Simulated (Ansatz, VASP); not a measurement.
## LiF (Griceite): VASP beside Ansatz

Wanted: the spread between two codes on one cell, functional and k mesh. The cell is taken from a series of runs on this material, whose earlier steps may have relaxed, scaled, displaced or heated it; both programs get it as it stands.

Main program and level: Ansatz 0.2.0; plane waves, with VASP 6.6.1 beside it; zone-centre phonons at LDA.

### 1. Starting point

It takes space group Fm-3m (No. 225, cubic). Conventional cell: a = 3.889 Å, b = 3.889 Å, c = 3.889 Å, α = 90.00°, β = 90.00°, γ = 90.00°. Li has 6 F at 1.94 Å nearest. F has 6 Li at 1.94 Å nearest. Farther neighbours and most contacts between anions are not listed.

### 2. VASP: zone-centre phonons, LDA

Second derivatives magnify differences that forces hide, and they need a tight electronic threshold.

Lines of VASP's logs that name or quote its potential files are left out, and so is its time.

The input, INCAR:

```
SYSTEM = LiF
PREC = Accurate
ENCUT = 750
EDIFF = 1E-08
NELM = 120
ISMEAR = 0
SIGMA = 0.01
LREAL = .FALSE.
ALGO = Normal
GGA = CA
NBANDS = 11
LORBIT = 11
LWAVE = .FALSE.
LCHARG = .FALSE.
ISIF = 2
IBRION = 8
LEPSILON = .TRUE.
LASPH = .TRUE.
GGA_COMPAT = .FALSE.
EFERMI = MIDGAP
KPAR = 2
```

The input, POSCAR:

```
LiF
1.0
    0.0000000000      1.9446328746      1.9446328746
    1.9446328746      0.0000000000      1.9446328746
    1.9446328746      1.9446328746      0.0000000000
Li F
1 1
Direct
    0.0000000000      0.0000000000      0.0000000000
    0.5000000000      0.5000000000      0.5000000000
```

The input, KPOINTS:

```
Automatic mesh
0
Gamma
12 12 12
0 0 0
```

PAW data sets: Li_sv and F (LDA family, release 64).

The run is started by

```console
$ mpirun -np 2 vasp_std
```

Numbers of over 12 decimals in the logs are rounded to 6 here.

Output:

```text
[banner, memory and clock lines left out]
running    2 mpi-ranks, on    1 nodes
 distrk:  each k-point on    1 cores,    2 groups
 distr:  one band on    1 cores,    1 groups

 POSCAR found type information on POSCAR LiF
 POSCAR found :  2 types and       2 ions
 LDA part: xc-table for (Slater(with rela. corr.)+CA(PZ))
 , standard interpolation
 POSCAR, INCAR and KPOINTS ok, starting setup
 FFT: planning ... GRIDC
 FFT: planning ... GRID_SOFT
 FFT: planning ... GRID
 WAVECAR not read
 entering main loop
       N       E                     dE             d eps       ncg     rms          rms(c)
DAV:   1     0.416223551769E+02    0.41622E+02   -0.70052E+03  1600   0.124E+03
DAV:   2    -0.949920720558E+01   -0.51122E+02   -0.50137E+02  1822   0.230E+02
DAV:   3    -0.109777654748E+02   -0.14786E+01   -0.14730E+01  1946   0.351E+01
DAV:   4    -0.109952719636E+02   -0.17506E-01   -0.17505E-01  1933   0.437E+00
DAV:   5    -0.109954522427E+02   -0.18028E-03   -0.18027E-03  2032   0.327E-01    0.422E+00
DAV:   6    -0.105217423164E+02    0.47371E+00   -0.21969E+00  1830   0.100E+01    0.130E+00
DAV:   7    -0.105110634349E+02    0.10679E-01   -0.17166E-02  2171   0.123E+00    0.787E-01
DAV:   8    -0.105058853092E+02    0.51781E-02   -0.87325E-03  2240   0.109E+00    0.961E-02
DAV:   9    -0.105058600379E+02    0.25271E-04   -0.73866E-04  1818   0.273E-01    0.374E-02
DAV:  10    -0.105058728675E+02   -0.12830E-04   -0.29112E-05  1907   0.455E-02    0.744E-03
DAV:  11    -0.105058723812E+02    0.48627E-06   -0.14988E-06  2097   0.148E-02    0.118E-03
DAV:  12    -0.105058723811E+02    0.82764E-10   -0.27859E-07  2159   0.391E-03    0.744E-04
DAV:  13    -0.105058723706E+02    0.10497E-07   -0.25925E-08  1739   0.153E-03    0.194E-04
DAV:  14    -0.105058723699E+02    0.68826E-09   -0.15833E-09  1149   0.470E-04
   1 F= -.10505872E+02 E0= -.10505872E+02  d E =0.000000E+00
 Linear response reoptimize wavefunctions to high precision
DAV:   1    -0.105058723700E+02   -0.52864E-10   -0.10048E-09  1807   0.266E-04
DAV:   2    -0.105058723700E+02   -0.21600E-11   -0.81681E-12  1089   0.256E-05
 Linear response G [H, r] |phi>, progress :
  Direction:   1
       N       E                     dE             d eps       ncg     rms
RMM:   1    -0.324521747029E+02   -0.32452E+02    0.29771E+02  2198   0.188E+02
RMM:   2    -0.337644776632E+02   -0.13123E+01   -0.10746E+01  3287   0.258E+01
RMM:   3    -0.339507745553E+02   -0.18630E+00   -0.64690E-01  3571   0.551E+00
RMM:   4    -0.339893867145E+02   -0.38612E-01   -0.85165E-02  3597   0.194E+00
RMM:   5    -0.339953614346E+02   -0.59747E-02   -0.11449E-02  3629   0.712E-01
RMM:   6    -0.339962875762E+02   -0.92614E-03   -0.17873E-03  3545   0.270E-01
RMM:   7    -0.339964467464E+02   -0.15917E-03   -0.31230E-04  3567   0.105E-01
RMM:   8    -0.339964759349E+02   -0.29188E-04   -0.54685E-05  3578   0.428E-02
RMM:   9    -0.339964816301E+02   -0.56953E-05    0.20215E-05  3548   0.187E-02
RMM:  10    -0.339964832994E+02   -0.16693E-05    0.45589E-04  3568   0.919E-03
RMM:  11    -0.339964853501E+02   -0.20506E-05    0.77865E-04  3574   0.534E-03
RMM:  12    -0.339964834533E+02    0.18968E-05    0.24160E-03  3506   0.371E-03
RMM:  13    -0.339964860916E+02   -0.26383E-05    0.25196E-03  3350   0.304E-03
RMM:  14    -0.339964817864E+02    0.43052E-05    0.22043E-03  3094   0.274E-03
RMM:  15    -0.339964869752E+02   -0.51888E-05    0.14583E-03  2894   0.259E-03
RMM:  16    -0.339964823289E+02    0.46462E-05    0.19746E-04  2742   0.252E-03
RMM:  17    -0.339964839885E+02   -0.16596E-05    0.10478E-04  2632   0.250E-03
 Linear response G [H, r] |phi>, progress :
  Direction:   2
       N       E                     dE             d eps       ncg     rms
RMM:   1    -0.355043414098E+02   -0.35504E+02    0.73071E+01  2227   0.144E+02
RMM:   2    -0.362429337209E+02   -0.73859E+00   -0.75834E+00  3194   0.234E+01
RMM:   3    -0.363642638648E+02   -0.12133E+00   -0.43385E-01  3557   0.501E+00
RMM:   4    -0.363947226164E+02   -0.30459E-01   -0.67240E-02  3601   0.181E+00
RMM:   5    -0.364006269918E+02   -0.59044E-02   -0.11503E-02  3639   0.704E-01
RMM:   6    -0.364017002696E+02   -0.10733E-02   -0.20223E-03  3577   0.286E-01
RMM:   7    -0.364019151584E+02   -0.21489E-03   -0.36522E-04  3613   0.117E-01
RMM:   8    -0.364019552756E+02   -0.40117E-04   -0.30257E-05  3620   0.500E-02
RMM:   9    -0.364019638497E+02   -0.85741E-05    0.13058E-05  3605   0.224E-02
RMM:  10    -0.364019661411E+02   -0.22913E-05   -0.12896E-04  3589   0.111E-02
RMM:  11    -0.364019669944E+02   -0.85337E-06   -0.24621E-04  3631   0.629E-03
RMM:  12    -0.364019688483E+02   -0.18539E-05   -0.19081E-03  3548   0.425E-03
RMM:  13    -0.364019655676E+02    0.32806E-05    0.12799E-03  3316   0.340E-03
RMM:  14    -0.364019673025E+02   -0.17349E-05   -0.12924E-03  3144   0.300E-03
RMM:  15    -0.364019664052E+02    0.89732E-06    0.17544E-05  2905   0.280E-03
[...]
RMM:  11    -0.568866665272E-01   -0.62057E-09   -0.16712E-06  2827   0.192E-04
RMM:  12    -0.568866665629E-01   -0.35626E-10   -0.13090E-06  2448   0.122E-04
RMM:  13    -0.568866662073E-01    0.35557E-09   -0.67004E-07  2172   0.952E-05
RMM:  14    -0.568866661851E-01    0.22191E-10   -0.33407E-07  1909   0.851E-05
RMM:  15    -0.568866651791E-01    0.10060E-08   -0.97668E-08  1777   0.817E-05
[...]
Linear response to external field, progress :
  Direction:   2
       N       E                     dE             d eps       ncg     rms          rms(c)
RMM:   1    -0.453094373005E-01   -0.45309E-01   -0.10493E-01  7887   0.180E+00
RMM:   2    -0.466487214269E-01   -0.13393E-02   -0.43212E-03  7251   0.477E-01    0.342E-01
RMM:   3    -0.462714514892E-01    0.37727E-03   -0.13545E-03  7006   0.275E-01    0.200E-01
RMM:   4    -0.481534503490E-01   -0.18820E-02   -0.91381E-04  6961   0.270E-01    0.160E-02
RMM:   5    -0.484171300778E-01   -0.26368E-03   -0.11515E-04  7714   0.738E-02    0.504E-03
RMM:   6    -0.484267375651E-01   -0.96075E-05   -0.28237E-05  7711   0.265E-02    0.100E-03
RMM:   7    -0.484285393097E-01   -0.18017E-05   -0.42414E-06  7912   0.103E-02    0.213E-04
RMM:   8    -0.484308907670E-01   -0.23515E-05   -0.86384E-07  7919   0.414E-03    0.143E-04
RMM:   9    -0.484286767013E-01    0.22141E-05   -0.37063E-07  7817   0.176E-03    0.697E-05
RMM:  10    -0.484293954308E-01   -0.71873E-06   -0.42946E-06  7464   0.754E-04    0.178E-05
RMM:  11    -0.484292353931E-01    0.16004E-06   -0.39384E-06  6754   0.352E-04    0.495E-06
 change of polarisation eV/A/(eV/A) component  2 :     0.011     0.091    -0.002
 dielectric tensor                  component  2 :     0.131     2.116    -0.020
 Linear response to external field, progress :
  Direction:   3
       N       E                     dE             d eps       ncg     rms          rms(c)
RMM:   1    -0.453094098431E-01   -0.45309E-01   -0.10493E-01  7885   0.180E+00
RMM:   2    -0.466485026897E-01   -0.13391E-02   -0.43166E-03  7255   0.477E-01    0.342E-01
RMM:   3    -0.462713043999E-01    0.37720E-03   -0.13540E-03  7005   0.275E-01    0.200E-01
RMM:   4    -0.481534066901E-01   -0.18821E-02   -0.91354E-04  6962   0.270E-01    0.160E-02
RMM:   5    -0.484171088996E-01   -0.26370E-03   -0.11494E-04  7712   0.738E-02    0.503E-03
RMM:   6    -0.484267435004E-01   -0.96346E-05   -0.28183E-05  7710   0.265E-02    0.100E-03
RMM:   7    -0.484285357236E-01   -0.17922E-05   -0.42325E-06  7905   0.103E-02    0.212E-04
RMM:   8    -0.484308839904E-01   -0.23483E-05   -0.84768E-07  7911   0.413E-03    0.143E-04
RMM:   9    -0.484286739477E-01    0.22100E-05   -0.18129E-07  7833   0.176E-03    0.694E-05
RMM:  10    -0.484293831891E-01   -0.70924E-06   -0.13067E-06  7459   0.752E-04    0.169E-05
RMM:  11    -0.484292217733E-01    0.16142E-06   -0.20222E-06  6727   0.350E-04    0.423E-06
 change of polarisation eV/A/(eV/A) component  3 :     0.000     0.008     0.091
 dielectric tensor                  component  3 :     0.002     0.093     2.116
 Linear response DOF=           2
 Linear response progress:
  Degree of freedom:   1/  2
       N       E                     dE             d eps       ncg     rms          rms(c)
RMM:   1    -0.170033150475E+00   -0.17003E+00    0.19224E+00  4654   0.159E+01
RMM:   2    -0.175464096803E+00   -0.54309E-02   -0.16338E-02  6185   0.108E+00    0.559E-02
RMM:   3    -0.175477549815E+00   -0.13453E-04   -0.99228E-04  7482   0.228E-01    0.311E-02
RMM:   4    -0.175444706293E+00    0.32844E-04   -0.26410E-04  7538   0.931E-02    0.348E-03
RMM:   5    -0.175469326575E+00   -0.24620E-04   -0.89558E-05  7765   0.427E-02    0.945E-04
RMM:   6    -0.175482953229E+00   -0.13627E-04   -0.33390E-05  7805   0.210E-02    0.615E-04
RMM:   7    -0.175496848998E+00   -0.13896E-04   -0.30420E-05  7716   0.111E-02    0.194E-04
RMM:   8    -0.175501145690E+00   -0.42967E-05   -0.87868E-05  7971   0.669E-03    0.398E-05
RMM:   9    -0.175501834336E+00   -0.68865E-06   -0.68537E-05  8132   0.445E-03    0.397E-05
RMM:  10    -0.175502941845E+00   -0.11075E-05   -0.52361E-05  8009   0.323E-03    0.226E-05
RMM:  11    -0.175503557281E+00   -0.61544E-06   -0.35524E-05  8009   0.242E-03    0.199E-05
RMM:  12    -0.175504110302E+00   -0.55302E-06   -0.26800E-05  7915   0.186E-03    0.745E-06
RMM:  13    -0.175504683670E+00   -0.57337E-06   -0.19020E-05  7804   0.145E-03    0.672E-06
RMM:  14    -0.175504430125E+00    0.25354E-06   -0.13993E-05  7904   0.115E-03    0.973E-06
RMM:  15    -0.175504391648E+00    0.38477E-07   -0.10859E-05  8390   0.926E-04    0.159E-05
RMM:  16    -0.175504410485E+00   -0.18837E-07   -0.87941E-06  7318   0.769E-04    0.185E-05
RMM:  17    -0.175504400795E+00    0.96906E-08   -0.74441E-06  6450   0.658E-04    0.216E-05
RMM:  18    -0.175504401784E+00   -0.98903E-09   -0.63791E-06  5908   0.573E-04    0.235E-05
RMM:  19    -0.175504499215E+00   -0.97432E-07   -0.55679E-06  7161   0.510E-04    0.210E-05
 first order change of Fermi-energy   0.16413E-03
 force on displaced ion       1 direction 1 :  -2.394   0.000   0.000
 Born effective charge ion    1 direction 1 :   1.037   0.000   0.000
 Linear response progress:
  Degree of freedom:   2/  2
       N       E                     dE             d eps       ncg     rms          rms(c)
RMM:   1    -0.513406863306E+00   -0.51341E+00    0.50092E-01  6787   0.479E+00
RMM:   2    -0.506891383644E+00    0.65155E-02   -0.67077E-03  6479   0.731E-01    0.925E-02
RMM:   3    -0.508484206209E+00   -0.15928E-02   -0.79746E-04  6962   0.209E-01    0.501E-02
RMM:   4    -0.510466418597E+00   -0.19822E-02   -0.25766E-04  6686   0.121E-01    0.102E-02
RMM:   5    -0.510655335234E+00   -0.18892E-03   -0.24864E-05  7542   0.364E-02    0.267E-03
RMM:   6    -0.510553586458E+00    0.10175E-03   -0.36514E-06  7180   0.133E-02    0.718E-04
RMM:   7    -0.510546869817E+00    0.67166E-05   -0.53479E-07  7757   0.482E-03    0.104E-04
RMM:   8    -0.510545155108E+00    0.17147E-05   -0.11683E-07  7787   0.195E-03    0.436E-05
RMM:   9    -0.510543984825E+00    0.11703E-05   -0.57169E-08  7860   0.900E-04    0.108E-05
RMM:  10    -0.510543621808E+00    0.36302E-06   -0.52950E-08  8015   0.496E-04    0.162E-06
RMM:  11    -0.510543652450E+00   -0.30642E-07   -0.32780E-08  8138   0.339E-04    0.187E-06
RMM:  12    -0.510543610375E+00    0.42075E-07   -0.12064E-07  8128   0.279E-04    0.396E-07
RMM:  13    -0.510543608278E+00    0.20973E-08   -0.17301E-07  7666   0.254E-04    0.253E-07
RMM:  14    -0.510543604411E+00    0.38672E-08   -0.24142E-07  7048   0.245E-04    0.165E-07
RMM:  15    -0.510543600979E+00    0.34322E-08   -0.27555E-07  6465   0.241E-04    0.926E-08
 first order change of Fermi-energy   0.15576E-02
 force on displaced ion       2 direction 1 :  -2.401   0.000   0.000
 Born effective charge ion    2 direction 1 :  -1.036   0.000   0.000
 Born effective charges drift removed
 Linear response finished
```

Parts of OUTCAR (step 2):

```text
ion  position               nearest neighbor table
   1  0.000  0.000  0.000-   2 1.94   2 1.94   2 1.94   2 1.94   2 1.94   2 1.94
   2  0.500  0.500  0.500-   1 1.94   1 1.94   1 1.94   1 1.94   1 1.94   1 1.94

  LATTYP: Found a face centered cubic cell.
 ALAT       =     3.8892657492

 Subroutine GETGRP returns: Found 48 space group operations
 (whereof 48 operations were pure point group operations)

The static configuration has the point symmetry O_h .

 Found     72 irreducible k-points:

   k-points           NKPTS =     72   k-points in BZ     NKDIM =     72   number of bands    NBANDS=     11

   dimension x,y,z NGX =    28 NGY =   28 NGZ =   28
   dimension x,y,z NGXF=    56 NGYF=   56 NGZF=   56

   ENCUT  =  750.0 eV  55.12 Ry    7.42 a.u.   6.14  6.14  6.14*2*pi/ulx,y,z

   NELECT =      10.0000    total number of electrons

 k-points in reciprocal lattice and weights: Automatic mesh
   0.00000000  0.00000000  0.00000000       0.001
   0.08333333  0.00000000  0.00000000       0.005
   0.16666667  0.00000000  0.00000000       0.005
   0.25000000  0.00000000  0.00000000       0.005
   0.33333333  0.00000000  0.00000000       0.005
   0.41666667  0.00000000  0.00000000       0.005
   0.50000000  0.00000000  0.00000000       0.002
   0.08333333  0.08333333  0.00000000       0.003
   0.16666667  0.08333333  0.00000000       0.014
[...]
-0.33333333  0.50000000  0.16666667       0.007
  -0.25000000  0.50000000  0.25000000       0.003

 average (electrostatic) potential at core
       1 -62.8411       2 -76.0702

  Total        0.0744469      0.0744469      0.0744469      0.0000000     -0.0000000      0.0000000
  in kB        8.1098816      8.1098816      8.1098816      0.0000000     -0.0000000      0.0000000
  external PRESSURE =       8.1098816 kB  Pullay stress =       0.0000000 kB

  energy-cutoff  :      750.00
  volume of cell :       14.71
      direct lattice vectors                 reciprocal lattice vectors
     0.000000000  1.944632875  1.944632875    -0.257117941  0.257117941  0.257117941
     1.944632875  0.000000000  1.944632875     0.257117941 -0.257117941  0.257117941
     1.944632875  1.944632875  0.000000000     0.257117941  0.257117941 -0.257117941

 POSITION                                       TOTAL-FORCE (eV/Angst)
 -----------------------------------------------------------------------------------
      0.00000      0.00000      0.00000        -0.000000      0.000000     -0.000000
      1.94463      1.94463      1.94463         0.000000     -0.000000      0.000000
 -----------------------------------------------------------------------------------
    total drift:                                0.000000      0.000000      0.000000

 MACROSCOPIC STATIC DIELECTRIC TENSOR (including local field effects in DFT)
 ------------------------------------------------------
           2.115691     0.000000    -0.000000
           0.000000     2.115691    -0.000000
           0.000000     0.000000     2.115691
 ------------------------------------------------------

 PIEZOELECTRIC TENSOR (including local field effects)  for field in x, y, z        (C/m^2)
          XX          YY          ZZ          XY          YZ          ZX
  --------------------------------------------------------------------------------
  x     0.00000     0.00000     0.00000     0.00000     0.00000     0.00000
  y     0.00000     0.00000     0.00000     0.00000     0.00000     0.00000
  z     0.00000     0.00000     0.00000     0.00000     0.00000     0.00000

 BORN EFFECTIVE CHARGES (including local field effects) (in |e|, cummulative output)
 ---------------------------------------------------------------------------------
 ion    1
    1     1.03639     0.00000     0.00000
    2     0.00000     1.03639     0.00000
    3     0.00000     0.00000     1.03639
 ion    2
    1    -1.03639     0.00000     0.00000
    2     0.00000    -1.03639     0.00000
    3     0.00000     0.00000    -1.03639

 Eigenvectors and eigenvalues of the dynamical matrix
 ----------------------------------------------------

   1 f  =   10.693243 THz    67.187626 2PiTHz  356.688184 cm-1    44.223679 meV
             X         Y         Z           dx          dy          dz
      0.000000  0.000000  0.000000    -0.338943   -0.784244   -0.000000
      1.944633  1.944633  1.944633     0.206174    0.477044   -0.000000

   2 f  =   10.693243 THz    67.187626 2PiTHz  356.688184 cm-1    44.223679 meV
             X         Y         Z           dx          dy          dz
      0.000000  0.000000  0.000000     0.000000    0.000000    0.854354
      1.944633  1.944633  1.944633     0.000000    0.000000   -0.519691

   3 f  =   10.693243 THz    67.187626 2PiTHz  356.688184 cm-1    44.223679 meV
             X         Y         Z           dx          dy          dz
      0.000000  0.000000  0.000000    -0.784244    0.338943   -0.000000
      1.944633  1.944633  1.944633     0.477044   -0.206174   -0.000000

   4 f/i=    0.006581 THz     0.041351 2PiTHz    0.219524 cm-1     0.027218 meV
             X         Y         Z           dx          dy          dz
      0.000000  0.000000  0.000000    -0.030425    0.503771    0.123969
      1.944633  1.944633  1.944633    -0.050017    0.828181    0.203801

   5 f/i=    0.006581 THz     0.041351 2PiTHz    0.219524 cm-1     0.027218 meV
             X         Y         Z           dx          dy          dz
      0.000000  0.000000  0.000000    -0.119661    0.114020   -0.492706
      1.944633  1.944633  1.944633    -0.196718    0.187445   -0.809992

   6 f/i=    0.006581 THz     0.041351 2PiTHz    0.219524 cm-1     0.027218 meV
             X         Y         Z           dx          dy          dz
      0.000000  0.000000  0.000000    -0.504811   -0.057389    0.109320
      1.944633  1.944633  1.944633    -0.829892   -0.094346    0.179718

 MACROSCOPIC STATIC DIELECTRIC TENSOR IONIC CONTRIBUTION
 ------------------------------------------------------
           5.512615     0.000000     0.000000
           0.000000     5.512615    -0.000000
           0.000000    -0.000000     5.512615
 ------------------------------------------------------

 ELASTIC MODULI CONTR FROM IONIC RELAXATION (kBar)
 Direction    XX          YY          ZZ          XY          YZ          ZX
 --------------------------------------------------------------------------------
 XX           0.0000      0.0000      0.0000      0.0000      0.0000      0.0000
 YY           0.0000      0.0000      0.0000      0.0000      0.0000      0.0000
 ZZ           0.0000      0.0000      0.0000      0.0000      0.0000      0.0000
 XY           0.0000      0.0000      0.0000      0.0000      0.0000      0.0000
 YZ           0.0000      0.0000      0.0000      0.0000      0.0000      0.0000
 ZX           0.0000      0.0000      0.0000      0.0000      0.0000      0.0000
 --------------------------------------------------------------------------------

 PIEZOELECTRIC TENSOR IONIC CONTR  for field in x, y, z        (C/m^2)
          XX          YY          ZZ          XY          YZ          ZX
  --------------------------------------------------------------------------------
  x     0.00000     0.00000     0.00000     0.00000     0.00000     0.00000
  y     0.00000     0.00000     0.00000     0.00000     0.00000     0.00000
  z     0.00000     0.00000     0.00000     0.00000     0.00000     0.00000
```

(Continued in part 2 of 2.)

[Lines on the potential files, build, host, timing and source positions are cut from VASP's logs without a mark.]

[Logs are printed without paths, hosts, clocks, repeated set-up lines and the standing remarks that a program may print on its own settings, such as how far it seeks lower states.]

[Hosts, paths, dates, database ids (printed as entryN), source tags and the programs' standing remarks are cut or masked in the printed files.]
